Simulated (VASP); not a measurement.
Mg$_{4}$Te$_{3}$S (space group Pmm2): the band gap from VASP (plane waves, PAW) at several levels of theory. Gaps are without spin-orbit coupling. Each level names its cell: its own relaxed one, PBE's, or the starting one. A gap is the smallest over the k-mesh and a band path; hybrids may have named points in place of the path, and GW has the mesh alone.

```json
[
 {"level": "PBEsol (own cell)", "band gap (eV)": "1.74"},
 {"level": "r2SCAN (own cell)", "band gap (eV)": "2.37"}
]
```

The cell of the PBEsol (own cell) run:

```xyz
8
Lattice="4.4155 0.0000 0.0000 0.0000 8.8917 0.0000 0.0000 0.0000 6.1689" Properties=species:S:1:pos:R:3 pbc="T T T"
Mg     0.0000     2.4401     6.0537
Mg     0.0000     6.4516     6.0537
Mg     2.2077     0.0000     2.9939
Mg     2.2077     4.4458     3.3747
Te     2.2077     2.3524     1.5486
Te     2.2077     6.5393     1.5486
Te     0.0000     0.0000     4.6650
S      0.0000     4.4458     4.6062
```

Only levels that ran to the end are used. Left out are those held back, those with too coarse a band path, GW runs whose mesh misses a band edge, hybrids' fits of cells that aren't cubic and levels without matching references; a question may draw on a part of the rest.

The structure comes from a computed database's Mg4Te3S entry (Pmm2); how it stands against other phases isn't given here.
